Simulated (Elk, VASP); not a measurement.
An input for Elk (PBE, all-electron FP-LAPW, Elk's shipped species files, default APW+lo basis):

```
tasks
  0

xctype
  20

rmtscf
  0.93

swidth
  0.00183747

maxscl
  100

avec
    6.9548796398   -3.5526851116   -0.0000000011
    6.9548796398    3.5526851116   -0.0000000011
    5.1401003554    0.0000000000    5.8797355930

sppath
  './'

atoms
  1
  'As.in'
  2
  0.2270000000  0.2270000000  0.2270000000    0.0 0.0 0.0
  0.7730000000  0.7730000000  0.7730000000    0.0 0.0 0.0

ngridk
  7 7 7
```

### Question
Write the VASP files for the same calculation.

### Answer
One set of files that does it:

### INCAR
```
# general
SYSTEM =As
PREC   =Accurate
ENCUT  =300
LREAL  =.FALSE.
LASPH  =.TRUE.

# electronic loop
EDIFF  =1E-6
NELM   =100
ALGO   =Normal
LMAXMIX=4

# smearing
ISMEAR =-1
SIGMA  =0.05

# functional
GGA    =PE

# ions
ISIF   =2

# output
LWAVE  =.FALSE.
LCHARG =.FALSE.
```

KPOINTS:
```
K-points
0
G
7 7 7
0 0 0
```

POSCAR:
```
As
3.6803640
  1.0000000000  -0.5108190386   0.0000000000
  1.0000000000   0.5108190386   0.0000000000
  0.7390638535   0.0000000000   0.8454114865
As
2
Cartesian
  0.6217674947   0.0000000000   0.1919084074
  2.1172963587   0.0000000000   0.6535030790
```

POTCAR, in this order: As (PBE.64 set). Program: vasp_std.

Both are inputs of real runs that ended normally. What can't carry over is the choice of potentials or basis and its cut-off, and each code's defaults.

VASP also gives the stress here, which the Elk input doesn't ask for.

The structure is a typed As crystal (R-3m). The cell was not relaxed at this level, and it may have been scaled.
